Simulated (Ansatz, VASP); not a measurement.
**Two plane-wave programs on TaBi**

File INCAR:

```
SYSTEM = TaBi
PREC = Accurate
ENCUT = 520
EDIFF = 1E-6
ISMEAR = -1
SIGMA = 0.05
LREAL = .FALSE.
LASPH = .TRUE.
NELM = 80
ALGO = Normal
ISIF = 2
LWAVE = .FALSE.
LCHARG = .TRUE.
LELF = .TRUE.
LVHAR = .TRUE.
NBANDS = 20
```

File KPOINTS:

```
Automatic mesh
0
G
  11 11 11
  0 0 0
```

The input POSCAR:

```
TaBi
1.0
    3.0258939783      0.0000000000      0.0000000000
    0.0000000000      3.0258939783      0.0000000000
    0.0000000000      0.0000000000      3.0258939783
Ta Bi
1 1
Direct
    0.0000000000      0.0000000000      0.0000000000
    0.5000000000      0.5000000000      0.5000000000
```

Input for Ansatz:

```yaml
crystal:
  lattice:
    - [3.0258939783, 0.0, 0.0]
    - [0.0, 3.0258939783, 0.0]
    - [0.0, 0.0, 3.0258939783]
  atoms:
    - { symbol: Ta, position: [0.0, 0.0, 0.0] }
    - { symbol: Bi, position: [0.5, 0.5, 0.5] }
kpoints:
  mp_grid: { grid: [11, 11, 11] }
scf:
  occupations: { method: fermi_dirac, width: 0.05 }
hamiltonian:
  xc: lda
  pseudopotentials: { kind: paw }
output:
  forces: true
  stress: true
  eigenvalues: true
  populations: true
```

Change from the starting cell: volume scaled by 0.68, PAW files.

Alike in both runs: task single point; functional LDA; k mesh 11 × 11 × 11; occupations fermi-dirac, width 0.05 eV; no spin polarisation.

```csv
,VASP,Ansatz
version,VASP 6.6.1,Ansatz 0.2.0
potentials or method,"VASP PAW LDA potentials, release 64 (Ta_pv, Bi_d)","PAW with Ansatz's default frozen-core files, scalar-relativistic"
plane-wave cutoff (eV),520,420
valence electrons in the cell,26,28
```

VASP gave:

```
pressure (GPa) : 138.2
```

Task: What did Ansatz give for the same quantities?

Result: Pressure (GPa): 135.8.

The two sets of potentials don't hold the same shells in valence.

Caveats: the cell as given lies far from equilibrium; so large a pressure means that the cell lies far from this level's equilibrium, or that cutoff or potentials fall short (VASP); spin-orbit coupling is left out, which moves the levels of the heavy elements.
